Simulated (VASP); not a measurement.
Computed with PBE GGA with D4 dispersion, VASP's PBE PAW potentials (set 64) (plane waves; VASP).

VASP input:

**POSCAR**
```
Hf
1.0
  1.5603600681  -2.7026228789   0.0000000000
  1.5603600681   2.7026228789   0.0000000000
  0.0000000000   0.0000000000   4.9366355838
Hf
2
Direct
  0.3333330000   0.6666670000   0.2500000000
  0.6666670000   0.3333330000   0.7500000000
```

INCAR:
```
# general
SYSTEM =Hf
PREC   =Accurate
ENCUT  =520
LREAL  =.FALSE.
LASPH  =.TRUE.

# electronic loop
EDIFF  =1E-7
NELM   =100
ALGO   =Normal
LMAXMIX=6

# smearing
ISMEAR =1
SIGMA  =0.1

# functional
GGA    =PE
IVDW   =13

# ions
IBRION =2
NSW    =30
ISIF   =4
EDIFFG =-0.01

# output
LWAVE  =.FALSE.
LCHARG =.FALSE.
```

### KPOINTS
```
Automatic mesh
0
Gamma
13 13 7
0 0 0
```

POTCAR, in this order: Hf_pv (PBE.64 set). Program: vasp_std.

The resulting files:

File OSZICAR:
```
       N       E                     dE             d eps       ncg     rms          rms(c)
DAV:   1     0.495515751611E+02    0.49552E+02   -0.11712E+04  2352   0.137E+03
DAV:   2    -0.183808690313E+02   -0.67932E+02   -0.66619E+02  2952   0.276E+02
DAV:   3    -0.203782252229E+02   -0.19974E+01   -0.19077E+01  3180   0.311E+01
DAV:   4    -0.203956159158E+02   -0.17391E-01   -0.17381E-01  2718   0.363E+00
DAV:   5    -0.203958762004E+02   -0.26028E-03   -0.26027E-03  3244   0.349E-01    0.688E+01
DAV:   6    -0.199331775097E+02    0.46270E+00   -0.41958E-01  2514   0.516E+00    0.408E+01
DAV:   7    -0.197664639592E+02    0.16671E+00   -0.71752E-01  2514   0.648E+00    0.202E+00
DAV:   8    -0.197582945179E+02    0.81694E-02   -0.47014E-02  2598   0.170E+00    0.285E-01
DAV:   9    -0.197583952699E+02   -0.10075E-03   -0.10115E-03  3294   0.255E-01    0.202E-01
DAV:  10    -0.197583855695E+02    0.97004E-05   -0.57451E-05  2652   0.627E-02    0.314E-01
DAV:  11    -0.197583868502E+02   -0.12807E-05   -0.90131E-06  2946   0.248E-02    0.196E-02
DAV:  12    -0.197583872197E+02   -0.36950E-06   -0.79701E-07  3082   0.706E-03    0.904E-03
DAV:  13    -0.197583870692E+02    0.15045E-06   -0.32475E-08  1872   0.157E-03    0.281E-03
DAV:  14    -0.197583870140E+02    0.55227E-07   -0.38468E-09  1698   0.620E-04
   1 F= -.20208158E+02 E0= -.20207841E+02  d E =-.202082E+02
       N       E                     dE             d eps       ncg     rms          rms(c)
DAV:   1    -0.197588783237E+02   -0.49125E-03   -0.26666E-02  2376   0.136E+00    0.148E-01
DAV:   2    -0.197585862238E+02    0.29210E-03   -0.41981E-04  3084   0.163E-01    0.650E-02
DAV:   3    -0.197584945151E+02    0.91709E-04   -0.10743E-04  3116   0.739E-02    0.524E-02
DAV:   4    -0.197584809931E+02    0.13522E-04   -0.33246E-05  3258   0.422E-02    0.240E-02
DAV:   5    -0.197584809734E+02    0.19605E-07   -0.17193E-06  2730   0.999E-03    0.230E-03
DAV:   6    -0.197584809478E+02    0.25610E-07   -0.54690E-08  1668   0.179E-03
   2 F= -.20208248E+02 E0= -.20207931E+02  d E =-.894355E-04
```

**OUTCAR**
```
------------------------ aborting loop because EDIFF is reached ----------------------------------------
  Edisp (eV):   -0.44977
  FORCE on cell =-STRESS in cart. coord.  units (eV):
  Direction    XX          YY          ZZ          XY          YZ          ZX
  --------------------------------------------------------------------------------------
  Total       1.98110     1.98110     1.98270     0.00000    -0.00000     0.00000
  in kB      76.23339    76.23339    76.29486     0.00000    -0.00000     0.00000
  external pressure =       76.25 kB  Pullay stress =        0.00 kB
  volume of cell :       41.64
      direct lattice vectors                 reciprocal lattice vectors
     1.559037472 -2.700332073  0.000000000     0.320710701 -0.185162412  0.000000000
     1.559037472  2.700332073  0.000000000     0.320710701  0.185162412  0.000000000
     0.000000000  0.000000000  4.945015045     0.000000000  0.000000000  0.202223854
 POSITION                                       TOTAL-FORCE (eV/Angst)
 -----------------------------------------------------------------------------------
      1.55904      0.90011      1.23625         0.000000      0.000000      0.000000
      1.55904     -0.90011      3.70876        -0.000000     -0.000000      0.000000
 -----------------------------------------------------------------------------------
    total drift:                                0.000000      0.000172     -0.000015
  FREE ENERGIE OF THE ION-ELECTRON SYSTEM (eV)
  ---------------------------------------------------
  free  energy   TOTEN  =       -20.2082477677 eV

  energy  without entropy=      -20.2072974069  energy(sigma->0) =      -20.20793098

 reached required accuracy - stopping structural energy minimisation
```
(Selected blocks of OUTCAR.)

**CONTCAR**
```
Hf
   1.00000000000000
     1.5590374724357619   -2.7003320725439401    0.0000000000000000
     1.5590374724357619    2.7003320725439401    0.0000000000000000
     0.0000000000000000    0.0000000000000000    4.9450150453751389
  Hf
     2
Direct
     0.3333330000000032    0.6666669999999968    0.2500000000000000
     0.6666669999999968    0.3333330000000032    0.7500000000000000
```

OUTCAR:
```
 val. band max:        5.4441234676   @ k =   0.1538  -0.0000   0.0000

 cond. band min:       5.4816245603   @ k =   0.3077   0.2308   0.4286


 Fermi energy:         5.4449833611

 k-point     1 :       0.0000    0.0000    0.0000
  band No.  band energies     occupation
      1     -25.6051      2.00000
      2     -24.6684      2.00000
      3     -24.6684      2.00000
      4     -24.5107      2.00000
      5     -24.5107      2.00000
      6     -24.5105      2.00000
      7      -2.1919      2.00000
      8       1.4862      2.00000
      9       6.3292     -0.00000
     10       6.6281     -0.00000
     11       6.6281     -0.00000
     12       6.9086     -0.00000
     13       7.5267      0.00000
     14       7.5267      0.00000

 k-point     2 :       0.0769   -0.0000    0.0000
  band No.  band energies     occupation
      1     -25.5857      2.00000
      2     -24.7109      2.00000
      3     -24.6825      2.00000
      4     -24.5556      2.00000
      5     -24.5192      2.00000
      6     -24.5162      2.00000
      7      -1.9960      2.00000
      8       1.6784      2.00000
      9       6.0441     -0.00000
     10       6.1358     -0.00000
     11       6.8129     -0.00000
     12       7.2510     -0.00000
     13       7.3498     -0.00000
     14       7.7025      0.00000

 k-point     3 :       0.1538   -0.0000    0.0000
  band No.  band energies     occupation
      1     -25.5297      2.00000
      2     -24.8285      2.00000
      3     -24.7204      2.00000
      4     -24.6768      2.00000
      5     -24.5456      2.00000
      6     -24.5325      2.00000
      7      -1.4360      2.00000
      8       2.1973      2.00000
      9       5.3428      2.05446
     10       5.4441      1.01455
     11       6.7901     -0.00000
     12       7.3587     -0.00000
     13       7.5355      0.00000
     14       7.6185      0.00000

 k-point     4 :       0.2308   -0.0000    0.0000
  band No.  band energies     occupation
...
```

Unless said otherwise, spin-orbit coupling is left out, though it shifts the bands of the heavy elements here.

The compound is Hf in the hcp structure. This cell is one point of a volume scan, at 0.94 of the reference volume. Symmetry was kept, so distortions that lower it aren't found.
